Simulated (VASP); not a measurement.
# Te4Pt3 with PBEsol: from relaxation to properties, part 4 of 6

What structure and properties does PBEsol give Te4Pt3, and how near are they to the measured ones? The start is a cell from a database of measured crystal structures.

VASP 6.6.1, plane waves and PAW; the level of theory is named at each step.

So far. Step 4 (Band structure (PBEsol)): There is no gap at this level. Step 5 (Density of states (PBEsol)): The finer mesh and the other smearing move the Fermi level by -0.04 eV from the 7×7×7 run, a small shift, which tests the Fermi level alone. Of the states within 0.3 eV of the Fermi level, the largest shares in the PAW spheres are Te p 31 %, Pt d 26 % and Pt p 10 %. The rest lies in smaller channels or between the spheres. The relaxed cell has a = 3.998, c = 35.015 Å (conventional setting).

## 6. Vibrations at Γ (PBEsol)

Level of this step: PBEsol; plane waves and PAW (Te, Pt) (VASP).

Zone-centre modes test whether the atoms sit at a minimum within this cell. IBRION = 8 takes the force constants from linear response, which needs tightly converged orbitals.

The input, INCAR:

```
SYSTEM = Te4Pt3
PREC = Accurate
ENCUT = 400
EDIFF = 1E-08
NELM = 100
ISMEAR = 1
SIGMA = 0.2
LREAL = .FALSE.
ALGO = Normal
GGA = PS
NBANDS = 34
LASPH = .TRUE.
LORBIT = 11
LWAVE = .FALSE.
LCHARG = .FALSE.
KPAR = 4
IBRION = 8
ISIF = 2
```

The input, POSCAR:

```
Te4Pt3
1.0
    3.9982418325      0.0000000000      0.0000000000
   -1.9991209162     -3.4625789974      0.0000000000
    0.0000000000      2.3083859982    -11.6717272439
Te Pt
4 3
Direct
    0.5549177632      0.1098355263      0.6647532895
    0.4450822368      0.8901644737      0.3352467105
    0.7056606788      0.4113213575      0.1169820363
    0.2943393212      0.5886786425      0.8830179637
    0.0000000000      0.0000000000      0.0000000000
    0.8536784551      0.7073569102      0.5610353653
    0.1463215449      0.2926430898      0.4389646347
```

The input, KPOINTS:

```
Automatic mesh
0
Gamma
9 9 9
0 0 0
```

PAW data sets: Te and Pt (PBE family, release 64).

Run with:

```console
$ mpirun -np 4 vasp_std
```

What it wrote:

```text
[... set-up lines as in an earlier step ...]
 entering main loop
       N       E                     dE             d eps       ncg     rms          rms(c)
DAV:   1     0.251662129850E+03    0.25166E+03   -0.20067E+04  5812   0.112E+03
DAV:   2    -0.239771409009E+02   -0.27564E+03   -0.26651E+03  6946   0.227E+02
DAV:   3    -0.386976164104E+02   -0.14720E+02   -0.14432E+02  7068   0.511E+01
DAV:   4    -0.389675366189E+02   -0.26992E+00   -0.26907E+00  7030   0.767E+00
DAV:   5    -0.389729606994E+02   -0.54241E-02   -0.54208E-02  6878   0.109E+00    0.214E+01
DAV:   6    -0.380212411424E+02    0.95172E+00   -0.49508E+00  6136   0.149E+01    0.135E+01
DAV:   7    -0.378643286060E+02    0.15691E+00   -0.17582E+00  5938   0.101E+01    0.431E+00
DAV:   8    -0.377232576665E+02    0.14107E+00   -0.45599E-01  6106   0.517E+00    0.147E+00
DAV:   9    -0.377190207068E+02    0.42370E-02   -0.77768E-02  6456   0.165E+00    0.737E-01
DAV:  10    -0.377187453848E+02    0.27532E-03   -0.64614E-03  6496   0.466E-01    0.268E-01
DAV:  11    -0.377183469653E+02    0.39842E-03   -0.19207E-03  6622   0.297E-01    0.124E-01
DAV:  12    -0.377183069115E+02    0.40054E-04   -0.36392E-04  6646   0.119E-01    0.352E-02
DAV:  13    -0.377183089689E+02   -0.20574E-05   -0.29154E-05  6168   0.307E-02    0.214E-02
DAV:  14    -0.377183083804E+02    0.58847E-06   -0.40270E-06  6650   0.103E-02    0.957E-03
DAV:  15    -0.377183085175E+02   -0.13708E-06   -0.57141E-07  6650   0.463E-03    0.351E-03
DAV:  16    -0.377183085215E+02   -0.39386E-08   -0.10169E-07  6096   0.224E-03    0.226E-03
DAV:  17    -0.377183085732E+02   -0.51771E-07   -0.43367E-08  5930   0.125E-03    0.785E-04
DAV:  18    -0.377183085410E+02    0.32202E-07   -0.45787E-09  3140   0.361E-04    0.348E-04
DAV:  19    -0.377183085414E+02   -0.37107E-09   -0.73913E-10  3094   0.135E-04
   1 F= -.37718309E+02 E0= -.37718146E+02  d E =-.486233E-03
 Linear response reoptimize wavefunctions to high precision
DAV:   1    -0.377183085425E+02   -0.10637E-08   -0.28694E-10  3092   0.815E-05
DAV:   2    -0.377183085425E+02   -0.19554E-10   -0.50976E-11  3068   0.327E-05
 Linear response DOF=           8
 Linear response progress:
  Degree of freedom:   1/  8
       N       E                     dE             d eps       ncg     rms          rms(c)
RMM:   1    -0.428926254136E-01   -0.42893E-01    0.37345E-02 62844   0.841E-01
RMM:   2    -0.418320893242E-01    0.10605E-02   -0.20056E-03 39451   0.172E-01    0.107E-01
RMM:   3    -0.416974694887E-01    0.13462E-03   -0.10326E-04 40217   0.423E-02    0.688E-02
RMM:   4    -0.415615017793E-01    0.13597E-03   -0.42376E-05 39908   0.261E-02    0.815E-03
RMM:   5    -0.415578844364E-01    0.36173E-05   -0.16719E-06 40606   0.636E-03    0.483E-03
RMM:   6    -0.415583802918E-01   -0.49586E-06   -0.32870E-07 41070   0.254E-03    0.195E-03
RMM:   7    -0.415600179140E-01   -0.16376E-05   -0.32511E-07 40602   0.718E-04    0.828E-04
RMM:   8    -0.415601017558E-01   -0.83842E-07   -0.16621E-07 41264   0.225E-04    0.240E-04
RMM:   9    -0.415600154244E-01    0.86331E-07   -0.54637E-08 41308   0.918E-05    0.832E-05
RMM:  10    -0.415598687950E-01    0.14663E-06   -0.89727E-09 40475   0.517E-05    0.224E-05
RMM:  11    -0.415598689270E-01   -0.13199E-09   -0.45985E-08 42209   0.160E-05    0.667E-06
 first order change of Fermi-energy   0.16650E-05
 force on displaced ion       1 direction 1 :  -7.133  -0.004   0.000
 Linear response progress:
  Degree of freedom:   2/  8
       N       E                     dE             d eps       ncg     rms          rms(c)
RMM:   1    -0.695959194666E-01   -0.69596E-01    0.29690E-02 14850   0.867E-01
RMM:   2    -0.668910497992E-01    0.27049E-02   -0.19224E-03  8960   0.179E-01    0.149E-01
RMM:   3    -0.666885037448E-01    0.20255E-03   -0.26313E-04  9231   0.539E-02    0.111E-01
RMM:   4    -0.665820683196E-01    0.10644E-03   -0.77610E-05  9148   0.430E-02    0.527E-02
RMM:   5    -0.665213969346E-01    0.60671E-04   -0.43494E-05  9150   0.252E-02    0.115E-02
RMM:   6    -0.665295939463E-01   -0.81970E-05   -0.40404E-06  9341   0.881E-03    0.717E-03
RMM:   7    -0.665344279905E-01   -0.48340E-05   -0.12492E-06  9303   0.324E-03    0.344E-03
RMM:   8    -0.665377058163E-01   -0.32778E-05   -0.31751E-07  9406   0.142E-03    0.703E-04
RMM:   9    -0.665369939179E-01    0.71190E-06   -0.25141E-07  9443   0.562E-04    0.318E-04
RMM:  10    -0.665364767807E-01    0.51714E-06    0.17332E-08  9523   0.244E-04    0.144E-04
RMM:  11    -0.665362945503E-01    0.18223E-06   -0.12609E-07  9638   0.762E-05    0.327E-05
RMM:  12    -0.665362864108E-01    0.81395E-08   -0.13339E-07  9740   0.239E-05    0.185E-05
RMM:  13    -0.665362884035E-01   -0.19928E-08   -0.59800E-08  9774   0.104E-05    0.127E-05
 first order change of Fermi-energy   0.26186E+00
 force on displaced ion       1 direction 3 :   0.000  -0.000  -7.950
 Linear response progress:
  Degree of freedom:   3/  8
       N       E                     dE             d eps       ncg     rms          rms(c)
RMM:   1    -0.429049049274E-01   -0.42905E-01    0.33520E-02 61477   0.797E-01
RMM:   2    -0.420130797705E-01    0.89183E-03   -0.19997E-03 38968   0.164E-01    0.863E-02
RMM:   3    -0.419089372731E-01    0.10414E-03   -0.76630E-05 39936   0.355E-02    0.566E-02
RMM:   4    -0.417879226818E-01    0.12101E-03   -0.26961E-05 40069   0.203E-02    0.554E-03
RMM:   5    -0.417868853736E-01    0.10373E-05   -0.84126E-07 40830   0.416E-03    0.419E-03
RMM:   6    -0.417874706702E-01   -0.58530E-06   -0.15434E-07 41003   0.168E-03    0.158E-03
RMM:   7    -0.417880810547E-01   -0.61038E-06   -0.31136E-08 41293   0.406E-04    0.700E-04
RMM:   8    -0.417879303638E-01    0.15069E-06    0.10708E-07 41220   0.149E-04    0.136E-04
RMM:   9    -0.417878483046E-01    0.82059E-07    0.13445E-08 41307   0.532E-05    0.553E-05
RMM:  10    -0.417877503248E-01    0.97980E-07   -0.23537E-09 40611   0.277E-05    0.109E-05
RMM:  11    -0.417877502258E-01    0.98992E-10   -0.18996E-08 42688   0.852E-06    0.548E-06
 first order change of Fermi-energy  -0.34326E-05
 force on displaced ion       3 direction 1 :  -6.560   0.003  -0.000
 Linear response progress:
  Degree of freedom:   4/  8
       N       E                     dE             d eps       ncg     rms          rms(c)
RMM:   1    -0.696658997556E-01   -0.69666E-01    0.29196E-02 14634   0.833E-01
RMM:   2    -0.669816552237E-01    0.26842E-02   -0.21136E-03  8976   0.177E-01    0.142E-01
RMM:   3    -0.668092022805E-01    0.17245E-03   -0.24572E-04  9246   0.535E-02    0.120E-01
RMM:   4    -0.667254531992E-01    0.83749E-04   -0.83566E-05  9202   0.400E-02    0.683E-02
RMM:   5    -0.666631037978E-01    0.62349E-04   -0.43848E-05  9237   0.236E-02    0.120E-02
RMM:   6    -0.666685246082E-01   -0.54208E-05   -0.20529E-06  9331   0.656E-03    0.751E-03
RMM:   7    -0.666745767495E-01   -0.60521E-05   -0.63826E-07  9380   0.254E-03    0.230E-03
RMM:   8    -0.666761021353E-01   -0.15254E-05   -0.84992E-08  9337   0.132E-03    0.783E-04
RMM:   9    -0.666751276838E-01    0.97445E-06    0.32971E-08  9486   0.542E-04    0.387E-04
RMM:  10    -0.666745684600E-01    0.55922E-06   -0.98513E-08  9470   0.262E-04    0.152E-04
RMM:  11    -0.666743929753E-01    0.17548E-06   -0.14566E-07  9525   0.107E-04    0.429E-05
RMM:  12    -0.666743884900E-01    0.44853E-08   -0.13268E-07  9785   0.281E-05    0.234E-05
RMM:  13    -0.666744100897E-01   -0.21600E-07   -0.29168E-08  9558   0.151E-05    0.112E-05
RMM:  14    -0.666744103030E-01   -0.21329E-09   -0.26635E-08  9822   0.516E-06    0.547E-06
 first order change of Fermi-energy   0.32196E+00
 force on displaced ion       3 direction 3 :   0.000  -0.000  -8.720
 Linear response progress:
  Degree of freedom:   5/  8
       N       E                     dE             d eps       ncg     rms          rms(c)
RMM:   1    -0.257924345155E+00   -0.25792E+00   -0.26123E-01 23304   0.238E+00
RMM:   2    -0.252454514136E+00    0.54698E-02   -0.66136E-03 20962   0.347E-01    0.175E-01
RMM:   3    -0.252394566676E+00    0.59947E-04   -0.33418E-04 21749   0.821E-02    0.106E-01
RMM:   4    -0.252852524752E+00   -0.45796E-03   -0.48827E-04 22217   0.862E-02    0.171E-02
RMM:   5    -0.252810735038E+00    0.41790E-04   -0.30877E-05 21727   0.237E-02    0.775E-03
RMM:   6    -0.252821970155E+00   -0.11235E-04   -0.19274E-06 22642   0.564E-03    0.181E-03
RMM:   7    -0.252798557934E+00    0.23412E-04   -0.75394E-07 22196   0.258E-03    0.102E-03
RMM:   8    -0.252792757599E+00    0.58003E-05   -0.51897E-07 21976   0.122E-03    0.196E-04
RMM:   9    -0.252791253625E+00    0.15040E-05    0.46244E-07 23567   0.435E-04    0.120E-04
RMM:  10    -0.252791010690E+00    0.24294E-06    0.28325E-08 22391   0.164E-04    0.260E-05
RMM:  11    -0.252791151041E+00   -0.14035E-06    0.10673E-08 23633   0.366E-05    0.143E-05
RMM:  12    -0.252791112649E+00    0.38392E-07   -0.13238E-09 23148   0.116E-05    0.531E-06
RMM:  13    -0.252791129098E+00   -0.16450E-07    0.10564E-09 23117   0.660E-06    0.114E-06
RMM:  14    -0.252791141143E+00   -0.12045E-07   -0.14352E-09 20191   0.334E-06    0.476E-07
RMM:  15    -0.252791135720E+00    0.54234E-08   -0.98211E-10 10615   0.191E-06    0.222E-07
 first order change of Fermi-energy  -0.23924E-05
 force on displaced ion       5 direction 1 : -12.482  -0.000   0.000
 Linear response progress:
  Degree of freedom:   6/  8
       N       E                     dE             d eps       ncg     rms          rms(c)
RMM:   1    -0.282531204942E+00   -0.28253E+00   -0.26156E-01  9877   0.239E+00
RMM:   2    -0.276823570529E+00    0.57076E-02   -0.63104E-03  8721   0.361E-01    0.181E-01
RMM:   3    -0.276696344283E+00    0.12723E-03   -0.44319E-04  9095   0.934E-02    0.104E-01
RMM:   4    -0.277082316159E+00   -0.38597E-03   -0.53623E-04  9327   0.873E-02    0.215E-02
RMM:   5    -0.277101062099E+00   -0.18746E-04   -0.21876E-05  9198   0.199E-02    0.115E-02
RMM:   6    -0.277103640981E+00   -0.25789E-05   -0.83959E-06  9138   0.114E-02    0.385E-03
RMM:   7    -0.277092175075E+00    0.11466E-04   -0.87601E-07  9214   0.412E-03    0.180E-03
RMM:   8    -0.277079867760E+00    0.12307E-04   -0.88877E-08  9441   0.113E-03    0.922E-04
RMM:   9    -0.277067570435E+00    0.12297E-04   -0.27520E-08  9447   0.494E-04    0.155E-04
RMM:  10    -0.277067728907E+00   -0.15847E-06   -0.31404E-08  9524   0.147E-04    0.629E-05
RMM:  11    -0.277067547136E+00    0.18177E-06   -0.78176E-08  9751   0.535E-05    0.139E-05
RMM:  12    -0.277067466828E+00    0.80307E-07   -0.43474E-08  9597   0.188E-05    0.534E-06
RMM:  13    -0.277067443238E+00    0.23590E-07   -0.40760E-09  9486   0.841E-06    0.278E-06
RMM:  14    -0.277067451612E+00   -0.83737E-08   -0.13882E-09  8460   0.406E-06    0.674E-07
 first order change of Fermi-energy  -0.32352E-04
 force on displaced ion       5 direction 3 :   0.000  -0.000 -11.839
 Linear response progress:
  Degree of freedom:   7/  8
       N       E                     dE             d eps       ncg     rms          rms(c)
RMM:   1    -0.260085115006E+00   -0.26009E+00   -0.27857E-01 40437   0.248E+00
RMM:   2    -0.252681803659E+00    0.74033E-02   -0.59309E-03 37244   0.343E-01    0.173E-01
RMM:   3    -0.252701875208E+00   -0.20072E-04   -0.23187E-04 39561   0.731E-02    0.104E-01
RMM:   4    -0.253156868098E+00   -0.45499E-03   -0.36351E-04 39784   0.800E-02    0.146E-02
RMM:   5    -0.253109262107E+00    0.47606E-04   -0.15300E-05 39753   0.187E-02    0.693E-03
RMM:   6    -0.253097050284E+00    0.12212E-04   -0.31600E-06 40469   0.682E-03    0.159E-03
RMM:   7    -0.253081577955E+00    0.15472E-04   -0.14319E-06 39796   0.302E-03    0.103E-03
RMM:   8    -0.253074841161E+00    0.67368E-05   -0.15290E-06 40006   0.119E-03    0.190E-04
RMM:   9    -0.253073661617E+00    0.11795E-05   -0.53772E-07 42264   0.410E-04    0.104E-04
RMM:  10    -0.253073423056E+00    0.23856E-06   -0.15227E-07 40679   0.128E-04    0.405E-05
RMM:  11    -0.253073505544E+00   -0.82488E-07   -0.45307E-08 41868   0.393E-05    0.184E-05
RMM:  12    -0.253073513922E+00   -0.83777E-08   -0.18020E-08 41327   0.202E-05    0.568E-06
 first order change of Fermi-energy  -0.26961E-04
 force on displaced ion       6 direction 1 : -12.061  -0.010   0.001
 Linear response progress:
  Degree of freedom:   8/  8
       N       E                     dE             d eps       ncg     rms          rms(c)
RMM:   1    -0.286922046873E+00   -0.28692E+00   -0.28759E-01  9547   0.251E+00
RMM:   2    -0.278811778550E+00    0.81103E-02   -0.60068E-03  8688   0.358E-01    0.210E-01
RMM:   3    -0.278543213873E+00    0.26856E-03   -0.65317E-04  9050   0.110E-01    0.124E-01
RMM:   4    -0.278693086629E+00   -0.14987E-03   -0.47268E-04  9016   0.880E-02    0.526E-02
RMM:   5    -0.278804060621E+00   -0.11097E-03   -0.96957E-05  9078   0.397E-02    0.169E-02
RMM:   6    -0.278792468919E+00    0.11592E-04   -0.16145E-05  9174   0.157E-02    0.699E-03
RMM:   7    -0.278774011688E+00    0.18457E-04   -0.26923E-06  9230   0.692E-03    0.284E-03
RMM:   8    -0.278757742040E+00    0.16270E-04   -0.26694E-07  9415   0.233E-03    0.106E-03
RMM:   9    -0.278747141829E+00    0.10600E-04   -0.17270E-08  9356   0.611E-04    0.488E-04
RMM:  10    -0.278742825810E+00    0.43160E-05   -0.31140E-08  9433   0.375E-04    0.165E-04
RMM:  11    -0.278741848627E+00    0.97718E-06   -0.19619E-07  9621   0.111E-04    0.514E-05
RMM:  12    -0.278741702609E+00    0.14602E-06   -0.14114E-07  9620   0.367E-05    0.200E-05
RMM:  13    -0.278741645731E+00    0.56878E-07   -0.38469E-08  9615   0.154E-05    0.438E-06
RMM:  14    -0.278741623992E+00    0.21739E-07   -0.18636E-08  9490   0.450E-06    0.224E-06
RMM:  15    -0.278741623443E+00    0.54906E-09   -0.24167E-09  7141   0.262E-06    0.427E-07
 first order change of Fermi-energy   0.23075E-01
 force on displaced ion       6 direction 3 :   0.000  -0.000 -10.604
 Linear response finished
```

Run time: 19 min. Hardware: 4 MPI ranks of Intel Xeon 6975P-C (Granite Rapids), shared host; peak memory 9.2 GiB; 75 min of CPU time.

(Part 4 of 6 ends here.)

[Lines on the potential files, build, host, timing and source positions are cut from VASP's logs without a mark.]

[Logs are printed without paths, hosts, clocks, repeated set-up lines and the standing remarks that a program may print on its own settings, such as how far it seeks lower states.]

[Hosts, paths, dates, database ids (printed as entryN), source tags and the programs' standing remarks are cut or masked in the printed files.]

[A measured line is paired with the nearest computed mode of its activity, which favours agreement.]
